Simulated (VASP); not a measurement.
# PtSe2: how numerical settings change the zone-centre modes, part 2 of 2

Aim: test the modes of PtSe2 against the numerical settings. The starting structure is a measured crystal structure from the Crystallography Open Database.

VASP 6.6.1.

Results so far: reference A2u 219.6 cm⁻¹; a 6×6×4 mesh A2u 215.7 cm⁻¹.

The database entry behind the starting cell is an old determination (1929), so it need not match the best structure at ambient conditions.

### 4. Modes with a cutoff of 230 eV

Level of this step: LDA; plane waves and PAW (Pt, Se) (VASP).

Against step 2 the input has ENCUT = 230.

The input, INCAR:

```
SYSTEM = PtSe2
PREC = Accurate
ENCUT = 230
EDIFF = 1E-08
NELM = 100
ISMEAR = 1
SIGMA = 0.15
LREAL = .FALSE.
ALGO = Normal
GGA = CA
NBANDS = 17
LORBIT = 11
LWAVE = .FALSE.
LCHARG = .FALSE.
KPAR = 2
IBRION = 8
ISIF = 2
```

The input, POSCAR:

```
PtSe2
1.0
    3.7456164614      0.0000000000      0.0000000000
   -1.8728082307      3.2437990084      0.0000000000
    0.0000000000      0.0000000000      4.7602821918
Pt Se
1 2
Direct
    0.0000000000      0.0000000000      0.0000000000
    0.6666666667      0.3333333333      0.7349594690
    0.3333333333      0.6666666667      0.2650405310
```

The input, KPOINTS:

```
Automatic mesh
0
Gamma
12 12 8
0 0 0
```

The projector-augmented-wave data sets are Pt and Se (LDA family, release 64).

On the command line:

```
mpirun -np 2 vasp_std
```

Output:

```text
[... set-up lines as in an earlier step ...]
 entering main loop
       N       E                     dE             d eps       ncg     rms          rms(c)
DAV:   1     0.506526665749E+02    0.50653E+02   -0.64035E+03  4937   0.572E+02
DAV:   2    -0.159600919730E+02   -0.66613E+02   -0.64908E+02  5784   0.151E+02
DAV:   3    -0.178684001802E+02   -0.19083E+01   -0.18993E+01  5179   0.259E+01
DAV:   4    -0.178786071273E+02   -0.10207E-01   -0.10205E-01  5956   0.211E+00
[...]
DAV:  12    -0.170784470762E+02    0.81298E-06   -0.42390E-06  4970   0.118E-02    0.288E-03
DAV:  13    -0.170784469865E+02    0.89666E-07   -0.41951E-07  5516   0.514E-03    0.125E-03
DAV:  14    -0.170784469831E+02    0.33788E-08   -0.30105E-08  4217   0.128E-03
   1 F= -.17078447E+02 E0= -.17078460E+02  d E =0.389525E-04
 Linear response reoptimize wavefunctions to high precision
DAV:   1    -0.170784469827E+02    0.46407E-09   -0.30356E-09  3383   0.443E-04
DAV:   2    -0.170784469827E+02   -0.86402E-11   -0.12224E-10  2438   0.738E-05
 Linear response DOF=           4
 Linear response progress:
[...]
RMM:  11    -0.761116531598E-01    0.26943E-07   -0.69798E-08 34883   0.713E-05    0.901E-07
RMM:  12    -0.761116704564E-01   -0.17297E-07   -0.37403E-08 26290   0.690E-05    0.399E-07
RMM:  13    -0.761116709833E-01   -0.52685E-09   -0.32953E-08 24764   0.690E-05    0.137E-07
 first order change of Fermi-energy  -0.39495E-06
 force on displaced ion       2 direction 1 :  -7.682  -0.001  -0.000
 Linear response progress:
  Degree of freedom:   4/  4
       N       E                     dE             d eps       ncg     rms          rms(c)
RMM:   1    -0.908552226715E-01   -0.90855E-01    0.58664E-02 10148   0.148E+00
RMM:   2    -0.891032502709E-01    0.17520E-02   -0.19482E-03  7050   0.252E-01    0.160E-01
RMM:   3    -0.889062046260E-01    0.19705E-03   -0.18505E-04  7616   0.674E-02    0.104E-01
RMM:   4    -0.888050284281E-01    0.10118E-03   -0.56627E-05  7515   0.446E-02    0.545E-02
[...]
RMM:   9    -0.887703958474E-01    0.26100E-06    0.60199E-09  7903   0.132E-04    0.485E-05
RMM:  10    -0.887703746919E-01    0.21155E-07   -0.16939E-08  8028   0.103E-04    0.741E-06
RMM:  11    -0.887703659716E-01    0.87203E-08   -0.35127E-08  7806   0.770E-05    0.316E-06
 first order change of Fermi-energy   0.89102E+00
 force on displaced ion       2 direction 3 :  -0.000  -0.000 -10.023
 Linear response finished
```

It took 4.4 min on 2 MPI ranks of AMD EPYC 7R43, shared host; peak memory 0.95 GiB; 8.8 min of CPU time.

OUTCAR, selected parts (step 4):

```text
  Total       -0.5401187     -0.5401187     -0.5519976      0.0000000      0.0000000      0.0000000
  in kB      -14.9620068    -14.9620068    -15.2910680      0.0000000      0.0000000      0.0000000
  external PRESSURE =     -15.0716939 kB  Pullay stress =       0.0000000 kB

 POSITION                                       TOTAL-FORCE (eV/Angst)
 -----------------------------------------------------------------------------------
      0.00000      0.00000      0.00000         0.000000      0.000000      0.000000
      1.87281      1.08127      3.49861         0.000000     -0.000000     -0.004881
     -0.00000      2.16253      1.26167        -0.000000      0.000000      0.004881
 -----------------------------------------------------------------------------------
    total drift:                               -0.000000     -0.000000      0.000000

[... 1 part as in an earlier step ...]

[... 1 further part left out ...]
```

With a cutoff of 230 eV the modes are A2u 218.9, Eu 216.4, A1g 206.3, Eg 164.4 cm⁻¹; the largest shift is -0.8 cm⁻¹, in Eg, from the reference.

### 5. Modes with a 14×14×10 mesh

Against step 2 the input has a 14×14×10 mesh.

Changes to INCAR since step 4:

```diff
@@ -2,3 +2,3 @@
 PREC = Accurate
-ENCUT = 230
+ENCUT = 450
 EDIFF = 1E-08
```

POSCAR is that of step 4.

The input, KPOINTS:

```
Automatic mesh
0
Gamma
14 14 10
0 0 0
```

On the command line:

```
mpirun -np 2 vasp_std
```

Output:

```text
[... set-up lines as in an earlier step ...]
 entering main loop
       N       E                     dE             d eps       ncg     rms          rms(c)
DAV:   1     0.974569575720E+02    0.97457E+02   -0.94002E+03  7280   0.101E+03
DAV:   2    -0.137621304930E+02   -0.11122E+03   -0.10807E+03  8903   0.208E+02
DAV:   3    -0.178607305926E+02   -0.40986E+01   -0.40732E+01  8380   0.408E+01
DAV:   4    -0.178892208719E+02   -0.28490E-01   -0.28482E-01  9175   0.374E+00
[...]
DAV:  12    -0.170921614257E+02    0.10223E-05   -0.39435E-06  8059   0.133E-02    0.299E-03
DAV:  13    -0.170921613106E+02    0.11517E-06   -0.50645E-07  8623   0.584E-03    0.138E-03
DAV:  14    -0.170921613090E+02    0.15305E-08   -0.49599E-08  8091   0.163E-03
   1 F= -.17092161E+02 E0= -.17092132E+02  d E =-.881733E-04
 Linear response reoptimize wavefunctions to high precision
DAV:   1    -0.170921613091E+02   -0.75715E-10   -0.32785E-09  5244   0.453E-04
DAV:   2    -0.170921613091E+02   -0.22283E-10   -0.15703E-10  3899   0.906E-05
 Linear response DOF=           4
 Linear response progress:
[...]
RMM:   8    -0.765810737614E-01    0.24550E-06    0.11139E-08 60281   0.114E-04    0.329E-05
RMM:   9    -0.765809585445E-01    0.11522E-06   -0.18788E-08 60862   0.772E-05    0.521E-06
RMM:  10    -0.765809530306E-01    0.55139E-08   -0.51017E-08 60935   0.608E-05    0.274E-06
 first order change of Fermi-energy  -0.12741E-05
 force on displaced ion       2 direction 1 :  -7.740  -0.000  -0.000
 Linear response progress:
  Degree of freedom:   4/  4
       N       E                     dE             d eps       ncg     rms          rms(c)
RMM:   1    -0.919787291352E-01   -0.91979E-01    0.51885E-02 16607   0.150E+00
RMM:   2    -0.895720200284E-01    0.24067E-02   -0.18928E-03 11167   0.260E-01    0.157E-01
RMM:   3    -0.893635769906E-01    0.20844E-03   -0.20254E-04 12064   0.707E-02    0.105E-01
RMM:   4    -0.892587922975E-01    0.10478E-03   -0.55553E-05 11956   0.460E-02    0.553E-02
[...]
RMM:  11    -0.892191146781E-01   -0.37973E-07    0.99025E-09 12899   0.613E-05    0.281E-06
RMM:  12    -0.892190938554E-01    0.20823E-07    0.21826E-08 11608   0.570E-05    0.558E-07
RMM:  13    -0.892190925019E-01    0.13535E-08    0.12118E-08  8449   0.555E-05    0.326E-07
 first order change of Fermi-energy   0.88664E+00
 force on displaced ion       2 direction 3 :   0.000   0.000 -10.065
 Linear response finished
```

Run time: 18 min. Hardware: 2 MPI ranks; peak memory 3 GiB.

OUTCAR, selected parts (step 5):

```text
  Total        0.0057249      0.0057249     -0.0169901      0.0000000      0.0000000      0.0000000
  in kB        0.1585870      0.1585870     -0.4706491      0.0000000      0.0000000      0.0000000
  external PRESSURE =      -0.0511584 kB  Pullay stress =       0.0000000 kB

 POSITION                                       TOTAL-FORCE (eV/Angst)
 -----------------------------------------------------------------------------------
      0.00000      0.00000      0.00000        -0.000000      0.000000      0.000000
      1.87281      1.08127      3.49861         0.000000      0.000000     -0.005142
     -0.00000      2.16253      1.26167        -0.000000      0.000000      0.005142
 -----------------------------------------------------------------------------------
    total drift:                                0.000000     -0.000000      0.000000

[... 1 part as in an earlier step ...]

[... 1 further part left out ...]
```

With a 14×14×10 mesh the modes are A2u 220.0, Eu 217.6, A1g 206.4, Eg 164.7 cm⁻¹; the largest shift is +0.5 cm⁻¹, in Eu, from the reference.

### 6. Modes with finite displacements

Against step 2 the input has IBRION = 6, NFREE = 2 and POTIM = 0.015 (also changed: NSW).

Changes to INCAR since step 5:

```diff
@@ -15,3 +15,6 @@
 KPAR = 2
-IBRION = 8
+IBRION = 6
+NFREE = 2
+POTIM = 0.015
+NSW = 1
 ISIF = 2
```

POSCAR is that of step 5.

The input, KPOINTS:

```
Automatic mesh
0
Gamma
12 12 8
0 0 0
```

On the command line:

```
mpirun -np 2 vasp_std
```

Output:

```text
[... set-up lines as in an earlier step ...]
 entering main loop
       N       E                     dE             d eps       ncg     rms          rms(c)
[... 14 cycles as in an earlier step ...]
   1 F= -.17090903E+02 E0= -.17090921E+02  d E =0.521259E-04
[... from here on, the cycles between the ionic steps are left out ...]
   2 F= -.17089201E+02 E0= -.17089223E+02  d E =0.645666E-04
   3 F= -.17089201E+02 E0= -.17089223E+02  d E =0.645882E-04
   4 F= -.17089163E+02 E0= -.17089182E+02  d E =0.554634E-04
   5 F= -.17089163E+02 E0= -.17089182E+02  d E =0.554619E-04
   6 F= -.17090032E+02 E0= -.17090045E+02  d E =0.381240E-04
   7 F= -.17090032E+02 E0= -.17090045E+02  d E =0.381289E-04
   8 F= -.17089740E+02 E0= -.17089738E+02  d E =-.552725E-05
   9 F= -.17089801E+02 E0= -.17089836E+02  d E =0.104722E-03
 Finite differences progress:
  Degree of freedom:   4/  4
  Displacement:        2/  2
  Total:               8/  8
```

The job ended after 12 min (2 MPI ranks; peak memory 1.4 GiB).

OUTCAR, selected parts (step 6):

```text
  Total       -0.1490079     -0.1490079     -0.1701882     -0.0000000      0.0000000      0.0000000
  in kB       -4.1277184     -4.1277184     -4.7144399     -0.0000000      0.0000000      0.0000000
  external PRESSURE =      -4.3232922 kB  Pullay stress =       0.0000000 kB

 POSITION                                       TOTAL-FORCE (eV/Angst)
 -----------------------------------------------------------------------------------
      0.00000      0.00000      0.00000        -0.000000      0.000000     -0.114503
      1.87281      1.08127      3.48361        -0.000000      0.000000      0.148009
     -0.00000      2.16253      1.26167         0.000000     -0.000000     -0.033506
 -----------------------------------------------------------------------------------
    total drift:                               -0.000000     -0.000000      0.000005

  FREE ENERGIE OF THE ION-ELECTRON SYSTEM (eV)
  ---------------------------------------------------
  free  energy   TOTEN  =       -17.0898007750 eV

  energy  without entropy=      -17.0899054965  energy(sigma->0) =      -17.08983568

[... 2 parts as in an earlier step ...]

[... 1 further part left out ...]
[key lines of the parts left out:]
E-fermi :   7.0586
```

The last energy, forces and stress in OUTCAR belong to the last displaced cell, not to that of POSCAR.

With finite displacements the modes are A2u 219.5, Eu 217.2, A1g 206.8, Eg 165.1 cm⁻¹; the largest shift is -0.1 cm⁻¹, in A2u, from the reference.

### 7. The runs compared

| run | A2u | Eu | A1g | Eg | method | core minutes |
| --- | --- | --- | --- | --- | --- | --- |
| reference | 219.6 | 217.1 | 206.8 | 165.2 | perturbation theory | 33.2 |
| a 6×6×4 mesh | 215.7 | 219.8 | 217.4 | 161.2 | perturbation theory | 4.4 |
| a cutoff of 230 eV | 218.9 | 216.4 | 206.3 | 164.4 | perturbation theory | 8.8 |
| a 14×14×10 mesh | 220.0 | 217.6 | 206.4 | 164.7 | perturbation theory | 36.7 |
| finite displacements | 219.5 | 217.2 | 206.8 | 165.1 | finite displacements | 24.3 |

Modes are in cm⁻¹, degenerate ones as one, matched between runs by symmetry and order. A number in brackets counts the listed modes of one symmetry from the lowest. The symmetry labels come from an automatic analysis and can be wrong where levels nearly coincide. Core minutes are wall time times ranks of the run shown, on a shared host.

### 8. What came out

| Property | Result |
| --- | --- |
| A2u, reference | 219.6 cm⁻¹ |
| Eg, reference | 165.2 cm⁻¹ |
| A2u, a 6×6×4 mesh | 215.7 cm⁻¹ |
| Eg, a 6×6×4 mesh | 161.2 cm⁻¹ |
| A2u, a cutoff of 230 eV | 218.9 cm⁻¹ |
| Eg, a cutoff of 230 eV | 164.4 cm⁻¹ |
| A2u, a 14×14×10 mesh | 220.0 cm⁻¹ |
| Eg, a 14×14×10 mesh | 164.7 cm⁻¹ |
| A2u, finite displacements | 219.5 cm⁻¹ |
| Eg, finite displacements | 165.1 cm⁻¹ |

**Reading.** The largest change comes with a 6×6×4 mesh: +10.6 cm⁻¹ in A1g. On finer settings the modes change by up to +0.5 cm⁻¹ in Eu with a 14×14×10 mesh. These runs have no gap; if the crystal is a semiconductor, they miss the splitting of its polar modes and hang more on mesh and smearing. Other changes move the modes by more: +10.6 cm⁻¹ in A1g with a 6×6×4 mesh and -0.8 cm⁻¹ in Eg with a cutoff of 230 eV. Further runs on this material are not shown.

[Lines on the potential files, build, host, timing and source positions are cut from VASP's logs without a mark.]

[Logs are printed without paths, hosts, clocks, repeated set-up lines and the standing remarks that a program may print on its own settings, such as how far it seeks lower states.]

[Hosts, paths, dates, database ids (printed as entryN), source tags and the programs' standing remarks are cut or masked in the printed files.]
